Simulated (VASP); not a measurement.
# Ta2N: interstitial N from one void to a neighbouring one, part 3 of 4

Wanted: the minimum-energy path in Ta2N for this move: interstitial N from one void to a neighbouring one. The start is a computed cell from the Materials Project.

VASP 6.6.1; LDA; plane waves and PAW (Ta, N).

So far. Step 2 (Relax the host): The run ended after 9 ionic steps, 0.094 eV below its first step, once forces and stress met EDIFFG = -0.02. Step 3 (Relax the start): The run ended after 10 ionic steps, 0.542 eV below its first step, once the forces on the free atoms met EDIFFG = -0.05.

### Step 4. Relax the end

The end state is relaxed in the same way, so that both ends share their errors.

The input, INCAR:

```
SYSTEM = Ta16N9
PREC = Normal
ENCUT = 400
EDIFF = 1E-05
NELM = 120
ISMEAR = 1
SIGMA = 0.15
LREAL = Auto
ALGO = Fast
GGA = CA
NBANDS = 81
LASPH = .TRUE.
LORBIT = 11
LWAVE = .FALSE.
LCHARG = .FALSE.
KPAR = 3
IBRION = 2
NSW = 60
ISIF = 2
EDIFFG = -0.05
POTIM = 0.4
MAXMIX = 40
ISYM = 0
```

The input, POSCAR:

```
Ta16N9
1.0
    6.1465399382      0.0000000000      0.0000000000
   -3.0732699690      5.3230597318      0.0000000000
    0.0000000000      0.0000000000      9.5248341132
Ta N
16 9
Direct
    0.1689332188      0.3320362760      0.1238213285
    0.1654711655      0.3316582511      0.6285608170
    0.1642329774      0.8272058453      0.1244232396
    0.1708194145      0.8358873720      0.6255884457
    0.6675003169      0.3350074591      0.1279163554
    0.6699996776      0.3342970108      0.6267336940
    0.6678077487      0.8373000098      0.1222065266
    0.6662774958      0.8334573225      0.6239399013
    0.3331927546      0.1642196491      0.3748781271
    0.3341817578      0.1691808343      0.8756264841
    0.3329341876      0.6633763742      0.3698874609
    0.3388295297      0.6662485154      0.8716213571
    0.8334431373      0.1659474888      0.3748564942
    0.8334695613      0.1667183271      0.8715667319
    0.8329190022      0.6627821837      0.3744654053
    0.8354277136      0.6609380589      0.8678886636
    0.0067937678      0.0095730574     -0.0021017161
   -0.0029631448      0.0022128962      0.4982346746
   -0.0023005177      0.4986920400      0.0011170842
   -0.0007967625      0.5010440718      0.4996293200
    0.4966507242     -0.0012016632     -0.0019956246
    0.4979098827     -0.0042226324      0.4977051687
    0.5046408415      0.4998001742     -0.0001131821
    0.5008738397      0.4984187403      0.4995201274
    0.0019139275      0.5010611034      0.2475657388
```

The input, KPOINTS:

```
Automatic mesh
0
Gamma
3 3 2
0 0 0
```

The projector-augmented-wave data sets are Ta and N (LDA family, release 64).

Run with:

```bash
mpirun -np 3 vasp_std
```

Log:

```text
[... set-up lines as in an earlier step ...]
 entering main loop
       N       E                     dE             d eps       ncg     rms          rms(c)
DAV:   1     0.374407794928E+03    0.37441E+03   -0.49201E+04  1620   0.112E+03
DAV:   2    -0.286286161385E+03   -0.66069E+03   -0.63744E+03  2087   0.240E+02
DAV:   3    -0.340539818452E+03   -0.54254E+02   -0.52373E+02  2120   0.660E+01
DAV:   4    -0.342218654964E+03   -0.16788E+01   -0.16480E+01  2152   0.110E+01
DAV:   5    -0.342266096940E+03   -0.47442E-01   -0.47138E-01  2152   0.166E+00    0.873E+01
RMM:   6    -0.314278352762E+03    0.27988E+02   -0.13566E+02  1631   0.288E+01    0.425E+01
RMM:   7    -0.312091845053E+03    0.21865E+01   -0.17619E+01  1642   0.116E+01    0.146E+01
RMM:   8    -0.312040819622E+03    0.51025E-01   -0.47636E+00  1726   0.549E+00    0.161E+00
RMM:   9    -0.312106807945E+03   -0.65988E-01   -0.10166E+00  1836   0.234E+00    0.941E-01
RMM:  10    -0.312101158492E+03    0.56495E-02   -0.14847E-01  1822   0.896E-01    0.510E-01
RMM:  11    -0.312099365034E+03    0.17935E-02   -0.39927E-02  1715   0.514E-01    0.236E-01
RMM:  12    -0.312099563399E+03   -0.19837E-03   -0.85881E-03  1826   0.220E-01    0.139E-01
RMM:  13    -0.312099342927E+03    0.22047E-03   -0.41143E-03  1862   0.148E-01    0.480E-02
RMM:  14    -0.312099521002E+03   -0.17808E-03   -0.13914E-03  1996   0.800E-02    0.700E-02
RMM:  15    -0.312099395372E+03    0.12563E-03   -0.25742E-04  1681   0.420E-02    0.339E-02
RMM:  16    -0.312099385155E+03    0.10217E-04   -0.43053E-04  1667   0.483E-02    0.159E-02
RMM:  17    -0.312099381185E+03    0.39692E-05   -0.32307E-05  1164   0.175E-02
   1 F= -.31209938E+03 E0= -.31209376E+03  d E =-.312099E+03
 curvature:   0.00 expect dE= 0.000E+00 dE for cont linesearch  0.000E+00
 trial: gam= 0.00000 g(F)=  0.806E+00 g(S)=  0.000E+00 ort = 0.000E+00 (trialstep = 0.100E+01)
 search vector abs. value=  0.806E+00
 bond charge predicted
       N       E                     dE             d eps       ncg     rms          rms(c)
DAV:   1    -0.312390784702E+03   -0.29140E+00   -0.10293E+02  1626   0.354E+01    0.389E+00
RMM:   2    -0.312774260580E+03   -0.38348E+00   -0.27687E+00  1660   0.486E+00    0.315E+00
RMM:   3    -0.312533078928E+03    0.24118E+00   -0.12240E+00  1647   0.303E+00    0.113E+00
RMM:   4    -0.312578227041E+03   -0.45148E-01   -0.48200E-01  1787   0.174E+00    0.955E-01
RMM:   5    -0.312549432686E+03    0.28794E-01   -0.10456E-01  1638   0.921E-01    0.263E-01
RMM:   6    -0.312551956140E+03   -0.25235E-02   -0.34527E-02  1903   0.435E-01    0.139E-01
RMM:   7    -0.312552017501E+03   -0.61361E-04   -0.56723E-03  1691   0.198E-01    0.125E-01
RMM:   8    -0.312551995186E+03    0.22315E-04   -0.13394E-03  1878   0.764E-02    0.625E-02
RMM:   9    -0.312551926960E+03    0.68226E-04   -0.70600E-04  1787   0.596E-02    0.146E-02
RMM:  10    -0.312551932588E+03   -0.56284E-05   -0.93202E-05  1625   0.245E-02
   2 F= -.31255193E+03 E0= -.31254603E+03  d E =-.452551E+00
[...]
3 F= -.31255989E+03 E0= -.31255385E+03  d E =-.460508E+00
[...]
4 F= -.31261831E+03 E0= -.31261324E+03  d E =-.584189E-01
[...]
5 F= -.31261979E+03 E0= -.31261494E+03  d E =-.599061E-01
[...]
6 F= -.31262825E+03 E0= -.31262373E+03  d E =-.845807E-02
[...]
7 F= -.31262828E+03 E0= -.31262372E+03  d E =-.848041E-02
 curvature:  -0.60 expect dE=-0.181E-02 dE for cont linesearch -0.188E-05
 trial: gam= 0.17353 g(F)=  0.299E-02 g(S)=  0.000E+00 ort = 0.250E-03 (trialstep = 0.106E+01)
 search vector abs. value=  0.368E-02
 bond charge predicted
       N       E                     dE             d eps       ncg     rms          rms(c)
DAV:   1    -0.312630056029E+03   -0.17861E-02   -0.39621E-01  1714   0.216E+00    0.147E-01
RMM:   2    -0.312630431747E+03   -0.37572E-03   -0.53352E-03  1682   0.228E-01    0.886E-02
RMM:   3    -0.312630476366E+03   -0.44619E-04   -0.13098E-03  1878   0.864E-02    0.636E-02
RMM:   4    -0.312630463729E+03    0.12638E-04   -0.26354E-04  1755   0.401E-02    0.425E-02
RMM:   5    -0.312630450469E+03    0.13260E-04   -0.16983E-04  1760   0.312E-02    0.360E-02
RMM:   6    -0.312630452973E+03   -0.25041E-05   -0.25286E-05  1095   0.135E-02
   8 F= -.31263045E+03 E0= -.31262591E+03  d E =-.217774E-02
 trial-energy change:   -0.002178  1 .order   -0.002182   -0.003209   -0.001156
 step:   1.6514(harm=  1.6514)  dis= 0.00569  next Energy=  -312.630783 (dE=-0.251E-02)
 reached required accuracy - stopping structural energy minimisation
```

Elapsed: 8.4 min, on 3 MPI ranks of AMD EPYC 7571, shared host; peak memory 0.77 GiB.

OUTCAR, selected parts (step 4):

```text
 Found     10 irreducible k-points:

   NELECT =     125.0000    total number of electrons

 E-fermi :   8.3798

 k-point     1 :       0.0000    0.0000    0.0000
  band No.  band energies     occupation
    ...
     61       7.9496      2.00038
     62       8.0592      2.01002
     63       8.0692      2.01264
     64       8.1906      2.07053
     65       8.4239      0.52544
     66       8.4394      0.38274
     67       8.7213     -0.00591
     68       8.9602     -0.00000
     69       9.3418     -0.00000
     70       9.3555     -0.00000
    ...

 k-point     2 :       0.3333    0.0000    0.0000
  band No.  band energies     occupation
    ...
     59       7.5032      2.00000
     60       7.6954      2.00000
     61       7.8760      2.00002
     62       7.9005      2.00006
     63       8.4133      0.63161
     64       8.6042     -0.05564
     65       8.6679     -0.02048
     66       8.7565     -0.00220
     67       8.9274     -0.00000
     68       9.3288     -0.00000
    ...

  Total       -2.0077132     -2.0558875     11.6310581     -0.0361541     -0.0413722      0.1294035
  in kB      -10.3219747    -10.5696465     59.7971301     -0.1858740     -0.2127011      0.6652841
  external PRESSURE =      12.9685029 kB  Pullay stress =       0.0000000 kB

 POSITION                                       TOTAL-FORCE (eV/Angst)
 -----------------------------------------------------------------------------------
      0.00056      1.77957      1.18848         0.012782     -0.015373      0.019890
      0.01113      1.76740      5.97444         0.001094      0.008707     -0.026626
     -1.53465      4.42747      1.19211         0.017738      0.020512      0.011650
     -1.53311      4.44540      5.97114        -0.003785     -0.034336     -0.002836
      3.08361      1.77670      1.19339        -0.017259     -0.017146      0.003657
      3.06849      1.76719      5.96831         0.020361      0.011328      0.012998
      1.54164      4.43716      1.17110        -0.005630     -0.013280     -0.036052
      1.53937      4.43313      6.00958         0.014377     -0.002506      0.020625
      1.54260      0.88298      3.56830         0.002018      0.009575      0.032437
      1.54458      0.88641      8.25837        -0.012818     -0.001516     -0.022969
      0.00093      3.54013      3.54993         0.022249      0.032940     -0.000537
      0.01700      3.55246      8.29952        -0.019330     -0.011652     -0.010537
      4.61572      0.89025      3.54921        -0.008454     -0.026318      0.006300
      4.61687      0.87456      8.29665         0.002624      0.017712      0.014958
      3.08575      3.54298      3.55388        -0.028598      0.012710     -0.026124
      3.07358      3.55291      8.29282        -0.005561      0.002048      0.017078
      0.04258      0.01978      9.50638        -0.004195     -0.008408     -0.017083
      3.04108      5.30189      4.76107         0.011185     -0.004559      0.010870
     -1.53296      2.65981      9.39676         0.009664      0.005922      0.029274
     -1.52939      2.66006      4.86993        -0.005821     -0.012306     -0.025144
      3.04050      0.02032      9.50873         0.021925     -0.001507     -0.020552
      0.04000      5.29825      4.75865         0.019711      0.009272      0.014707
      1.54818      2.62043      9.50658        -0.038026     -0.011760     -0.013905
      1.54065      2.69807      4.76030        -0.009695      0.016149      0.013373
     -1.53132      2.65846      2.37125         0.003443      0.013792     -0.005450
 -----------------------------------------------------------------------------------
    total drift:                               -0.038145      0.033676      0.019787

  FREE ENERGIE OF THE ION-ELECTRON SYSTEM (eV)
  ---------------------------------------------------
  free  energy   TOTEN  =      -312.6304529731 eV

  energy  without entropy=     -312.6168162536  energy(sigma->0) =     -312.62590740

 total charge
# of ion       s       p       d       tot
------------------------------------------
    1        0.589   0.940   3.650   5.180
    2        0.617   0.926   3.563   5.106
    3        0.590   0.941   3.649   5.180
    4        0.616   0.926   3.565   5.107
    5        0.591   0.943   3.650   5.183
    6        0.616   0.926   3.565   5.107
    7        0.596   0.891   3.511   4.998
    8        0.624   0.935   3.565   5.124
    9        0.597   0.891   3.509   4.996
   10        0.625   0.937   3.566   5.128
   11        0.590   0.942   3.649   5.181
   12        0.616   0.926   3.567   5.108
   13        0.590   0.940   3.648   5.178
   14        0.616   0.926   3.565   5.107
   15        0.589   0.941   3.649   5.179
   16        0.617   0.927   3.564   5.108
   17        1.247   2.500   0.000   3.747
   18        1.247   2.499   0.000   3.746
   19        1.250   2.510   0.000   3.760
   20        1.250   2.510   0.000   3.760
   21        1.247   2.500   0.000   3.747
   22        1.247   2.499   0.000   3.746
   23        1.247   2.500   0.000   3.747
   24        1.247   2.499   0.000   3.746
   25        1.236   2.583   0.000   3.819
--------------------------------------------------
tot         20.896  37.458  57.434 115.787

[... 6 parts as in an earlier step ...]

[... 6 further parts left out ...]
```

The steps of the relaxation:

| step | energy less that of the first step (eV) | largest force (eV/Å) |
| --- | --- | --- |
| 1 | 0.0000 | 2.6726 |
| 2 | -0.4526 | 0.4789 |
| 3 | -0.4605 | 0.5752 |
| 4 | -0.5189 | 0.2063 |
| 5 | -0.5204 | 0.2799 |
| 6 | -0.5289 | 0.1062 |
| 7 | -0.5289 | 0.0947 |
| 8 | -0.5311 | 0.0422 |

The atoms that moved most (Å):

| atom | dx | dy | dz | length |
| --- | --- | --- | --- | --- |
| N19 | 0.014 | 0.005 | -0.139 | 0.139 |
| N20 | 0.015 | -0.007 | 0.111 | 0.112 |
| Ta10 | 0.010 | -0.014 | -0.082 | 0.084 |
| Ta8 | 0.006 | -0.003 | 0.067 | 0.067 |
| Ta16 | -0.030 | 0.035 | 0.026 | 0.053 |
| N23 | -0.018 | -0.040 | -0.017 | 0.047 |
| N24 | -0.006 | 0.045 | 0.002 | 0.045 |
| N22 | 0.040 | -0.002 | 0.018 | 0.044 |

Final coordinates:

```
Ta N
1.0
     6.14654    0.00000    0.00000
    -3.07327    5.32306    0.00000
     0.00000    0.00000    9.52483
Ta N
16 9
Cartesian
  0.0006 1.7796 1.1885
  0.0111 1.7674 5.9744
  -1.5347 4.4275 1.1921
  -1.5331 4.4454 5.9711
  3.0836 1.7767 1.1934
  3.0685 1.7672 5.9683
  1.5416 4.4372 1.1711
  1.5394 4.4331 6.0096
  1.5426 0.8830 3.5683
  1.5446 0.8864 8.2584
  0.0009 3.5401 3.5499
  0.0170 3.5525 8.2995
  4.6157 0.8902 3.5492
  4.6169 0.8746 8.2967
  3.0857 3.5430 3.5539
  3.0736 3.5529 8.2928
  0.0426 0.0198 -0.0185
  -0.0322 -0.0212 4.7611
  -1.5330 2.6598 -0.1281
  -1.5294 2.6601 4.8699
  3.0405 0.0203 -0.0161
  3.1133 -0.0248 4.7587
  1.5482 2.6204 -0.0183
  1.5407 2.6981 4.7603
  -1.5313 2.6585 2.3713
```

This step gave:

```yaml
electronic_cycles: 65
free_energy_toten: -312.6305 eV
energy_at_zero_smearing: -312.6259 eV
fermi_energy: 8.380 eV
```

The run ended after 8 ionic steps, 0.531 eV below its first step, once the forces on the free atoms met EDIFFG = -0.05.

(Part 3 of 4 ends here.)

[Lines on the potential files, build, host, timing and source positions are cut from VASP's logs without a mark.]

[Logs are printed without paths, hosts, clocks, repeated set-up lines and the standing remarks that a program may print on its own settings, such as how far it seeks lower states.]

[Hosts, paths, dates, database ids (printed as entryN), source tags and the programs' standing remarks are cut or masked in the printed files.]

[Runs that stopped without an error message from VASP are left out.]
